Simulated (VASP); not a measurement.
WC:

```
W C
1.0
     2.90650    0.00000    0.00000
    -1.45325    2.51710    0.00000
     0.00000    0.00000    2.83660
W C
1 1
Direct
  0.00000 0.00000 0.00000
  0.66667 0.33333 0.50000
```

```yaml
Program: VASP 6.6.1
Task: relaxation of cell and atoms
Functional: PBE
Potentials_or_basis: VASP PAW PBE potentials, release 64 (W_sv, C)
Cutoff: 520 eV
k_mesh: 6 × 6 × 6
Occupations: gaussian, width 0.1 eV
Spin: no spin polarisation
```

At the start: pressure 6.8 GPa; volume 10.38 Å³/atom.

**Question.** Where does the relaxation end?

**Answer.** Over 9 steps the energy falls by 4.0 meV/atom and the volume is 10.56 Å³/atom (+1.8 %); space group P-6m2 (No. 187, to 0.05 Å).

Step by step:
| step | energy change (eV) | largest force (eV/Å) | pressure (GPa) | volume (Å³) |
| --- | --- | --- | --- | --- |
| 1 | 0.0000 | 0.0000 | 6.79 | 20.75 |
| 2 | 0.0426 | 0.0000 | -15.87 | 22.10 |
| 3 | -0.0078 | 0.0000 | -0.23 | 21.12 |
| 4 | -0.0078 | 0.0000 | -0.10 | 21.12 |
| 5 | -0.0078 | 0.0000 | 0.15 | 21.11 |
| 6 | -0.0080 | 0.0000 | 0.03 | 21.12 |
| 7 | -0.0080 | 0.0000 | 0.03 | 21.12 |
| 8 | -0.0080 | 0.0000 | -0.04 | 21.12 |
| 9 | -0.0080 | 0.0000 | 0.00 | 21.12 |

Final structure:
```
W C
1.0
     2.92782    0.00000    0.00000
    -1.46391    2.53557    0.00000
     0.00000    0.00000    2.84459
W C
1 1
Direct
  0.00000 0.00000 0.00000
  0.66667 0.33333 0.50000
```

Caveat: the k mesh is coarse (spacing up to 0.42 Å⁻¹), so the values aren't converged.
